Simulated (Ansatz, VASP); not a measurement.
# Sn8Se7S (SnS0.1Se0.9, orthorhombic layered) in two plane-wave programs, part 2 of 3

One calculation is typed for both programs; each brings its own data sets. How far apart do they land? The cell is invented: As first built, before any earlier steps moved the atoms (in the runner's words): 1x2x2 conventional cells of the SnSe type (32 atoms: 2 S, 14 Se, 16 Sn); Se/S share their sites, the best of 600 random draws by like-pair counts in two shells; start lattice by linear mixing of the end members' cells; atoms moved at random by 0.02 A. It may not be a known or stable phase. Of the first pair: The structure shown is the start of the Ansatz relaxation below; VASP solves that cell, so the two are compared at the walk's first step.

VASP 6.6.1 and Ansatz 0.2.0.

So far. Step 3 (VASP: single point, PBE with D3(BJ), start cell, pair 1): The run ends at a pressure of -0.09 GPa, with forces up to 0.74 eV/Å.

**4. Side by side**

Known differences besides the potentials themselves: the data sets hold 460 valence electrons in Ansatz (on its default PAW (the set named soft_2) files) and 320 in VASP; the cutoff is 420 eV in Ansatz and 400 eV in VASP (PREC = Accurate, projectors in real space). Total energies have different zeros and are not compared.

Forces on 7 of the 32 atoms, those with the largest forces and the largest differences (eV/Å; atoms numbered as in POSCAR):

| atom | Ansatz x, y, z | VASP x, y, z |
| --- | --- | --- |
| S1 | 0.515, -0.044, -0.222 | 0.513, -0.044, -0.218 |
| Se10 | -0.525, 0.045, 0.201 | -0.541, 0.047, 0.188 |
| Sn19 | -0.566, -0.032, -0.073 | -0.583, -0.031, -0.064 |
| Sn21 | -0.467, -0.393, 0.198 | -0.482, -0.398, 0.190 |
| Sn24 | 0.591, 0.323, -0.282 | 0.607, 0.327, -0.274 |
| Sn27 | -0.667, 0.087, -0.119 | -0.685, 0.086, -0.110 |
| Sn29 | -0.575, 0.316, 0.248 | -0.588, 0.321, 0.240 |

The forces differ by 8.9 meV/Å r.m.s., which is 3.5 % of the r.m.s. force of 0.256 eV/Å (both taken over all components).

**5. Ansatz: relaxation, PBE with D3(BJ)**

This run makes the geometry at which the two programs are then compared. The cell compared in this pair holds 826.90 Å³, against 845.47 Å³ for the pair before.

The structure compared here is the end of the Ansatz relaxation.

The input, input.yaml:

```yaml
crystal:
  lattice:
    - [11.398, 0.0, 0.0]
    - [0.0, 8.3394, 0.0]
    - [0.0, 0.0, 8.8948]
  atoms:
    - { symbol: S, position: [0.13832, 0.87645, 0.75744] }
    - { symbol: S, position: [0.85436, 0.62667, 0.74189] }
    - { symbol: Se, position: [0.36218, 0.11967, 0.00619] }
    - { symbol: Se, position: [0.14309, 0.37408, 0.25946] }
    - { symbol: Se, position: [0.85856, 0.12615, 0.24215] }
    - { symbol: Se, position: [0.64178, 0.37544, 0.49401] }
    - { symbol: Se, position: [0.35721, 0.11997, 0.5118] }
    - { symbol: Se, position: [0.14213, 0.37712, 0.75689] }
    - { symbol: Se, position: [0.8589, 0.12422, 0.74536] }
    - { symbol: Se, position: [0.6453, 0.37346, 0.98545] }
    - { symbol: Se, position: [0.35762, 0.62264, 0.01022] }
    - { symbol: Se, position: [0.14367, 0.87412, 0.25588] }
    - { symbol: Se, position: [0.85552, 0.62853, 0.24418] }
    - { symbol: Se, position: [0.64263, 0.87579, 0.49408] }
    - { symbol: Se, position: [0.35668, 0.62068, 0.51175] }
    - { symbol: Se, position: [0.64244, 0.87354, 0.99208] }
    - { symbol: Sn, position: [0.12133, 0.12241, 0.04602] }
    - { symbol: Sn, position: [0.37577, 0.37605, 0.29643] }
    - { symbol: Sn, position: [0.62649, 0.12439, 0.20473] }
    - { symbol: Sn, position: [0.87607, 0.37789, 0.45563] }
    - { symbol: Sn, position: [0.1237, 0.12958, 0.54619] }
    - { symbol: Sn, position: [0.37751, 0.3719, 0.79161] }
    - { symbol: Sn, position: [0.62213, 0.12529, 0.70208] }
    - { symbol: Sn, position: [0.87535, 0.37686, 0.95327] }
    - { symbol: Sn, position: [0.12201, 0.62423, 0.04308] }
    - { symbol: Sn, position: [0.37855, 0.87848, 0.29789] }
    - { symbol: Sn, position: [0.62574, 0.62032, 0.20659] }
    - { symbol: Sn, position: [0.87681, 0.87837, 0.4531] }
    - { symbol: Sn, position: [0.12448, 0.62935, 0.54696] }
    - { symbol: Sn, position: [0.3773, 0.87472, 0.79679] }
    - { symbol: Sn, position: [0.62276, 0.62233, 0.70603] }
    - { symbol: Sn, position: [0.88003, 0.8761, 0.95707] }
kpoints:
  mp_grid: { grid: [2, 2, 2], shift: [0.5, 0.5, 0.5] }
hamiltonian:
  xc: pbe
  dispersion: d3bj
scf:
  occupations: { method: fermi_dirac, width: 0.01 }
output:
  forces: true
  stress: true
relax:
  f_tol: 0.02
  max_steps: 45
  cell: { stress_tol: 0.1 }
```

Launch:

```bash
$ ansatz run input.yaml --threads 8 --pin off --max-ram 15360MiB --backend cpu --events-out ev --progress --plain --runs-dir out
```

Numbers of over 12 decimals in the logs are rounded to 6 here.

The log of the run:

```text
[...]
Crystal: 32 atoms, lattice volume = 845.473 Å³
Basis set: ecut = 420 eV, 16485 PW (Γ), exchange–correlation on 160×120×120 points (8 copies of the dense FFT grid, shifted against one another)
Bands: 276, of which v1, the nominal top of the filled ones, is band 230 counted from 1 (229 counted from 0)
Symmetry: 1 space group operations
[...]
- { symbol: Sn, position: [0.384329, 0.375123, 0.798505] }
    - { symbol: Sn, position: [0.616098, 0.124675, 0.702263] }
    - { symbol: Sn, position: [0.883381, 0.382557, 0.944810] }
[...]
- { symbol: Sn, position: [0.115262, 0.632635, 0.556009] }
    - { symbol: Sn, position: [0.378634, 0.874966, 0.794696] }
    - { symbol: Sn, position: [0.621780, 0.624826, 0.706081] }
    - { symbol: Sn, position: [0.885104, 0.867188, 0.944783] }
[key lines of the parts left out:]
SCF converged after 8 iterations
Free energy (F): -174784.075902 eV
Fermi energy:    9.607660 eV
P = ⅓ Tr σ = -0.0095 GPa (-0.095 kbar)
```

**6. VASP: single point, PBE with D3(BJ), relaxed cell, pair 2**

The same cell, functional, mesh and smearing now go to VASP, with its own data sets.

The input, INCAR:

```
SYSTEM = Sn8Se7S
PREC = Accurate
ENCUT = 500
EDIFF = 1E-06
NELM = 120
ISMEAR = -1
SIGMA = 0.01
LREAL = Auto
ALGO = Normal
GGA = PE
IVDW = 12
NBANDS = 188
LORBIT = 11
LWAVE = .FALSE.
LCHARG = .FALSE.
ISIF = 2
ISYM = 0
LASPH = .TRUE.
GGA_COMPAT = .FALSE.
EFERMI = MIDGAP
KPAR = 4
```

The input, POSCAR:

```
Sn8Se7S
1.0
   11.3803480000     -0.0010230000     -0.0006890000
   -0.0007490000      8.2571110000      0.0005390000
   -0.0005370000      0.0005750000      8.7997600000
S Se Sn
2 14 16
Direct
    0.1473200000      0.8748200000      0.7575500000
    0.8530700000      0.6249800000      0.7432400000
    0.3557900000      0.1234400000      0.0119700000
    0.1412100000      0.3751600000      0.2621400000
    0.8591900000      0.1246600000      0.2386000000
    0.6446400000      0.3763500000      0.4888000000
    0.3581600000      0.1251800000      0.5131400000
    0.1423100000      0.3748700000      0.7645700000
    0.8581100000      0.1249300000      0.7361800000
    0.6422400000      0.3746100000      0.9876500000
    0.3570500000      0.6264800000      0.0118900000
    0.1428500000      0.8742900000      0.2640000000
    0.8575300000      0.6255000000      0.2367700000
    0.6433600000      0.8733200000      0.4888900000
    0.3562800000      0.6246900000      0.5133900000
    0.6440700000      0.8751000000      0.9873600000
    0.1141800000      0.1243500000      0.0485000000
    0.3824500000      0.3752900000      0.2981000000
    0.6179400000      0.1245100000      0.2026900000
    0.8862500000      0.3754500000      0.4522500000
    0.1170200000      0.1172400000      0.5559500000
    0.3843300000      0.3751200000      0.7985000000
    0.6161000000      0.1246800000      0.7022600000
    0.8833800000      0.3825600000      0.9448100000
    0.1163300000      0.6251800000      0.0487700000
    0.3842500000      0.8746200000      0.2978700000
    0.6161300000      0.6251800000      0.2029100000
    0.8840900000      0.8746300000      0.4519500000
    0.1152600000      0.6326400000      0.5560100000
    0.3786300000      0.8749700000      0.7947000000
    0.6217800000      0.6248300000      0.7060800000
    0.8851000000      0.8671900000      0.9447800000
```

The input, KPOINTS:

```
Points of the shifted mesh
8
Reciprocal
 0.2500000000  0.2500000000  0.2500000000 1
 0.2500000000  0.2500000000  0.7500000000 1
 0.2500000000  0.7500000000  0.2500000000 1
 0.2500000000  0.7500000000  0.7500000000 1
 0.7500000000  0.2500000000  0.2500000000 1
 0.7500000000  0.2500000000  0.7500000000 1
 0.7500000000  0.7500000000  0.2500000000 1
 0.7500000000  0.7500000000  0.7500000000 1
```

The projector-augmented-wave data sets are S, Se and Sn_d (PBE family, release 64).

Launch:

```bash
$ mpirun -np 4 vasp_std
```

The log of the run:

```text
[... set-up lines as in an earlier step ...]
 entering main loop
       N       E                     dE             d eps       ncg     rms          rms(c)
DAV:   1     0.452073956884E+04    0.45207E+04   -0.12998E+05  3032   0.218E+03
DAV:   2     0.868971206270E+03   -0.36518E+04   -0.35762E+04  3008   0.659E+02
DAV:   3    -0.194701435757E+02   -0.88844E+03   -0.84256E+03  3360   0.249E+02
DAV:   4    -0.129906094700E+03   -0.11044E+03   -0.10667E+03  3544   0.805E+01
[...]
DAV:  13    -0.132449488903E+03   -0.22836E-04   -0.68487E-05  4280   0.280E-02    0.124E-02
DAV:  14    -0.132449486083E+03    0.28194E-05   -0.18902E-05  3648   0.180E-02    0.530E-03
DAV:  15    -0.132449486957E+03   -0.87396E-06   -0.46379E-06  2608   0.752E-03
   1 F= -.14419785E+03 E0= -.14419785E+03  d E =0.000000E+00
```

OUTCAR, selected parts (step 6):

```text
 Edisp (eV)  -11.74837

  Total       0.11758     0.06339     0.05076    -0.02326    -0.00897    -0.01154
  in kB       0.22782     0.12281     0.09835    -0.04507    -0.01738    -0.02236
  external pressure =        0.15 kB  Pullay stress =        0.00 kB

 POSITION                                       TOTAL-FORCE (eV/Angst)
 -----------------------------------------------------------------------------------
      1.67549      7.22377      6.66663        -0.015022      0.000060      0.001912
      9.70737      5.16008      6.54008         0.013402     -0.000357     -0.003622
      4.04892      1.01890      0.10515         0.007355      0.000806      0.011506
      1.60660      3.09774      2.30687        -0.004979      0.001009      0.008174
      9.77766      1.02859      2.09910         0.005498     -0.001948     -0.006543
      7.33568      3.10719      4.30108        -0.005628     -0.000154     -0.010090
      4.07562      1.03355      4.51533         0.007699     -0.001776      0.011219
      1.61885      3.09564      6.72814        -0.004810      0.002979      0.011935
      9.76510      1.03111      6.47768         0.004435     -0.003312     -0.011014
      7.30810      3.09311      8.69084        -0.007833      0.000719     -0.012629
      4.06288      5.17256      0.10472         0.005907     -0.000332      0.008628
      1.62489      7.21912      2.32351        -0.004863     -0.001048      0.013333
      9.75839      5.16408      2.08327         0.006408      0.000646     -0.013847
      7.32074      7.21072      4.30214        -0.005052      0.001185     -0.007996
[...]
-----------------------------------------------------------------------------------
    total drift:                               -0.008917      0.008281      0.001572

  FREE ENERGIE OF THE ION-ELECTRON SYSTEM (eV)
  ---------------------------------------------------
  free  energy   TOTEN  =      -144.1978525463 eV

  energy  without entropy=     -144.1978525463  energy(sigma->0) =     -144.19785255

[... 1 part as in an earlier step ...]

[... 2 further parts left out ...]
[key lines of the parts left out:]
E-fermi :   6.1469
```

The run ends at a pressure of 0.01 GPa, with forces up to 0.020 eV/Å.

**7. Comparison**

What differs besides the data sets and the points named for the pairs above, as far as they apply: the data sets hold 460 valence electrons in Ansatz (on its default PAW (the set named soft_2) files) and 320 in VASP; the cutoff is 420 eV in Ansatz and 500 eV in VASP (PREC = Accurate, projectors in real space); Ansatz's pressure holds a Pulay correction, VASP's none. Total energies have different zeros and are not compared.

Compared:

```csv
quantity,Ansatz,VASP,difference
pressure (GPa),-0.01,0.01,-0.02
gap on the k mesh (eV),1.625,1.618,+0.008
```

At this near-relaxed geometry the largest component of a force difference is 18 meV/Å. A gap on the mesh is an upper bound, since the band edges may lie between its points.

**8. Ansatz: relaxation, PBE**

The two programs are compared at the cell with which this relaxation starts, whose forces are those of its first step. The cell compared in this pair holds 845.47 Å³, against 826.90 Å³ for the pair before.

The structure compared here is the start of the Ansatz relaxation; VASP solves that cell, so the two are compared at the walk's first step.

The input, input.yaml:

```yaml
crystal:
  lattice:
    - [11.398, 0.0, 0.0]
    - [0.0, 8.3394, 0.0]
    - [0.0, 0.0, 8.8948]
  atoms:
    - { symbol: S, position: [0.14363, 0.37525, 0.75591] }
    - { symbol: S, position: [0.85695, 0.62667, 0.23898] }
    - { symbol: Se, position: [0.3562, 0.12044, 0.0051] }
    - { symbol: Se, position: [0.13977, 0.37444, 0.25515] }
    - { symbol: Se, position: [0.85748, 0.12538, 0.24158] }
    - { symbol: Se, position: [0.63858, 0.37371, 0.49189] }
    - { symbol: Se, position: [0.3572, 0.12133, 0.50693] }
    - { symbol: Se, position: [0.85528, 0.12306, 0.74439] }
    - { symbol: Se, position: [0.64158, 0.37492, 0.99399] }
    - { symbol: Se, position: [0.35598, 0.62473, 0.00825] }
    - { symbol: Se, position: [0.14311, 0.87206, 0.25817] }
    - { symbol: Se, position: [0.64538, 0.87129, 0.49393] }
    - { symbol: Se, position: [0.35721, 0.62346, 0.5125] }
    - { symbol: Se, position: [0.14434, 0.87212, 0.75817] }
    - { symbol: Se, position: [0.85801, 0.62455, 0.74354] }
    - { symbol: Se, position: [0.64288, 0.8766, 0.99523] }
    - { symbol: Sn, position: [0.12181, 0.12549, 0.04446] }
    - { symbol: Sn, position: [0.37722, 0.37215, 0.2942] }
    - { symbol: Sn, position: [0.62266, 0.12716, 0.20708] }
    - { symbol: Sn, position: [0.87468, 0.37309, 0.45595] }
    - { symbol: Sn, position: [0.1195, 0.12389, 0.54528] }
    - { symbol: Sn, position: [0.37921, 0.37665, 0.79476] }
    - { symbol: Sn, position: [0.62235, 0.1244, 0.70793] }
    - { symbol: Sn, position: [0.87625, 0.37427, 0.95529] }
    - { symbol: Sn, position: [0.12279, 0.62453, 0.043] }
    - { symbol: Sn, position: [0.37698, 0.87394, 0.29812] }
    - { symbol: Sn, position: [0.62415, 0.62494, 0.206] }
    - { symbol: Sn, position: [0.8764, 0.87752, 0.45449] }
    - { symbol: Sn, position: [0.12402, 0.6219, 0.54628] }
    - { symbol: Sn, position: [0.37404, 0.87012, 0.79482] }
    - { symbol: Sn, position: [0.62142, 0.62539, 0.70955] }
    - { symbol: Sn, position: [0.87554, 0.8735, 0.95496] }
kpoints:
  mp_grid: { grid: [2, 2, 2], shift: [0.5, 0.5, 0.5] }
hamiltonian:
  xc: pbe
scf:
  occupations: { method: fermi_dirac, width: 0.01 }
output:
  forces: true
  stress: true
relax:
  f_tol: 0.02
  max_steps: 45
  cell: { stress_tol: 0.1 }
```

Launch:

```bash
$ ansatz run input.yaml --threads 8 --pin off --max-ram 15360MiB --backend cpu --events-out ev --progress --plain --runs-dir out
```

The log of the run:

```text
[...]
Crystal: 32 atoms, lattice volume = 845.473 Å³
Basis set: ecut = 420 eV, 16485 PW (Γ), exchange–correlation on 160×120×120 points (8 copies of the dense FFT grid, shifted against one another)
Bands: 276, of which v1, the nominal top of the filled ones, is band 230 counted from 1 (229 counted from 0)
Symmetry: 1 space group operations
[...]
- { symbol: Sn, position: [0.374886, 0.374038, 0.807035] }
    - { symbol: Sn, position: [0.619613, 0.123990, 0.688892] }
    - { symbol: Sn, position: [0.881755, 0.374023, 0.940368] }
[...]
- { symbol: Sn, position: [0.118936, 0.616425, 0.568119] }
    - { symbol: Sn, position: [0.380270, 0.873875, 0.812040] }
    - { symbol: Sn, position: [0.618053, 0.624069, 0.689151] }
    - { symbol: Sn, position: [0.881533, 0.873810, 0.939315] }
[key lines of the parts left out:]
SCF converged after 6 iterations
Free energy (F): -174772.744715 eV
Fermi energy:    8.516034 eV
P = ⅓ Tr σ = -0.0043 GPa (-0.043 kbar)
```

[end of part 2 of 3]

[Lines on the potential files, build, host, timing and source positions are cut from VASP's logs without a mark.]

[Logs are printed without paths, hosts, clocks, repeated set-up lines and the standing remarks that a program may print on its own settings, such as how far it seeks lower states.]

[Hosts, paths, dates, database ids (printed as entryN), source tags and the programs' standing remarks are cut or masked in the printed files.]
